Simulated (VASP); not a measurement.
A run of VASP 6.6.1:

File INCAR:

```
PREC = Accurate
ENCUT = 520
EDIFF = 1E-6
ISMEAR = 0
SIGMA = 0.1
LREAL = False
LASPH = True
NELM = 100
ALGO = Normal
ISIF = 2
LWAVE = False
LCHARG = False
GGA = PE
IVDW = 12
NBANDS = 50
```

Contents of KPOINTS:

```
regular mesh
0
Gamma
  2 2 3
```

Contents of POSCAR:

```
Tl2ReAs2S6
1.0
    5.8730180000     -0.7054640000     -0.6800330000
    0.2574050000      6.6638480000      0.2076440000
    0.0035470000      0.2976450000      4.8946790000
Re Tl As S
1 2 2 6
Direct
    0.2351553426      0.1723085620      0.9843120568
    0.4882103616      0.8192508420      0.6663365739
    0.9243846207      0.1865869609      0.4215018766
    0.2413075765      0.5177557281      0.4018456052
    0.7837669218      0.5084434132      0.6650362868
    0.6165492475      0.7050235156      0.2347318244
    0.9991191541      0.8717769243      0.7954566067
    0.0690578447      0.8438162909      0.2834797182
    0.1744773883      0.5210433170      0.8883571044
    0.5024299816      0.2349314859      0.6098491554
    0.6139660719      0.3961846816      0.0657711809
```

Potentials or basis: VASP PAW PBE potentials, release 64 (Re, Tl_d, As, S).

Launch:

```bash
$ cat potpaw_PBE.64/Re/POTCAR potpaw_PBE.64/Tl_d/POTCAR potpaw_PBE.64/As/POTCAR potpaw_PBE.64/S/POTCAR > POTCAR
$ mpirun -np 1 vasp_std > vasp.out
```

Hardware: 1 thread of Intel(R) Xeon(R) Platinum 8488C (Sapphire Rapids), with other jobs on the host.

Q: Estimate the wall time of this run.

A: Wall time 94 s on 1 thread of Intel(R) Xeon(R) Platinum 8488C (Sapphire Rapids) (shared host), peak memory 0.32 GiB. Counts: scf iterations 15, k points 8.
